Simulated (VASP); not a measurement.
Set up this calculation in VASP 6.6.1, as the native input.

```
Task                   : Born charges and dielectric tensor
Functional             : PBE
Potentials or basis    : VASP PAW PBE potentials, release 64 (Cd, Te)
Cutoff                 : 520 eV
k mesh                 : 8 × 8 × 8
Occupations            : gaussian, width 0.02 eV
Spin                   : no spin polarisation
Further INCAR settings : ALGO = Normal; EDIFF = 1e-08; IBRION = 8; NSW = 1
```

The structure of CdTe lies in POSCAR:

```
CdTe                                    
1.0
    0.0000000000      3.3114561204      3.3114561204
    3.3114561204      0.0000000000      3.3114561204
    3.3114561204      3.3114561204      0.0000000000
  Cd              Te            
     1     1
Direct
     0.0000000000000000    0.0000000000000000    0.0000000000000000
     0.2500000000000000    0.2500000000000000    0.2500000000000000
```

The input as run:

INCAR

```
SYSTEM = CdTe
  PREC = Accurate
  ENCUT = 520
  EDIFF = 1E-8
  ISMEAR = 0
  SIGMA = 0.02
  LREAL = .False.
  LASPH = .True.
  NELM = 60
  ALGO = Normal
  ISIF = 2
  LWAVE = .False.
  LCHARG = .False.
  GGA = PE
  LEPSILON = .True.
  IBRION = 8
  NSW = 1
```

KPOINTS

```
regular mesh
0
Gamma
  8 8 8
  0 0 0
```

Potentials or basis: VASP PAW PBE potentials, release 64 (Cd, Te).

Launch:

```sh
$ cat potpaw_PBE.64/Cd/POTCAR potpaw_PBE.64/Te/POTCAR > POTCAR
$ mpirun -np 1 vasp_std > vasp.out
```

It gave:

The band gap on the k mesh is 0.58 eV, direct and the electronic dielectric tensor (diagonal) is 12.81. The born charges (mean of the diagonal) is Cd +2.41; Te -2.41 e and the highest phonon frequency at Γ, LO-TO splitting left out is 131 cm⁻¹.

Caveat: the gap is small at this level, which inflates the dielectric constant; spin-orbit coupling is left out, which moves the levels of the heavy elements.

It took 9.3 min on 1 thread of Intel(R) Xeon(R) Platinum 8259CL CPU @ 2.50GHz (Skylake/Cascade Lake), with other jobs on the host, peak memory 0.42 GiB.
